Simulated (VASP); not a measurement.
These are LDA (Ceperley-Alder, Perdew-Zunger), VASP's LDA PAW potentials (set 64) (plane waves; VASP) values and carry that method's errors.

A VASP calculation is set up with these files.

File POSCAR:
```
NaAg2
1
    0.0000000000     4.0259460000     4.0259460000
    4.0259460000     0.0000000000     4.0259460000
    4.0259460000     4.0259460000     0.0000000000
Na Ag
2 4
Direct
  0.2500000000   0.2500000000   0.2500000000
  0.0000000000   0.0000000000   0.0000000000
  0.6250000000   0.1250000000   0.6250000000
  0.6250000000   0.6250000000   0.6250000000
  0.1250000000   0.6250000000   0.6250000000
  0.6250000000   0.6250000000   0.1250000000
```

KPOINTS_OPT:
```
k-points along high-symmetry lines
10
Line-mode
Reciprocal
  0.000000   0.000000   0.000000 ! GAMMA
  0.500000   0.000000   0.500000 ! X

  0.500000   0.000000   0.500000 ! X
  0.625000   0.250000   0.625000 ! U

  0.375000   0.375000   0.750000 ! K
  0.000000   0.000000   0.000000 ! GAMMA

  0.000000   0.000000   0.000000 ! GAMMA
  0.500000   0.500000   0.500000 ! L

  0.500000   0.500000   0.500000 ! L
  0.500000   0.250000   0.750000 ! W

  0.500000   0.250000   0.750000 ! W
  0.500000   0.000000   0.500000 ! X
```

**KPOINTS**
```
Regular mesh
0
G
 7 7 7
0 0 0
```

INCAR:
```
! general
SYSTEM  = NaAg2
PREC    = Accurate
ENCUT   = 300   ! plane-wave cut-off (eV)
LREAL   = .FALSE.   ! projection in real space or not
LASPH   = .TRUE.

! electronic loop
EDIFF   = 1E-6   ! SCF stop (eV)
NELM    = 100
ALGO    = Normal
LMAXMIX = 4   ! l cut-off of mixed one-centre charges

! smearing
ISMEAR  = -1
SIGMA   = 0.136

! ions
ISIF    = 2

! output
LWAVE   = .FALSE.
LCHARG  = .FALSE.
```

POTCAR, in this order: Na_pv Ag (LDA.64 set). Program: vasp_std.

Q: What will the output report for the number of irreducible k-points (NKPTS), largest plane-wave count, number of space-group operations, FFT grid (NGX, NGY, NGZ)?

A: 
| Item | Value |
|---|---|
| number of irreducible k-points (NKPTS) | 20 |
| largest plane-wave count | 1553 |
| number of space-group operations | 48 |
| FFT grid (NGX, NGY, NGZ) | 32 × 32 × 32 |

The structure comes from a computed database's NaAg2 entry; how it stands against other phases isn't given here. The cell was not relaxed at this level.
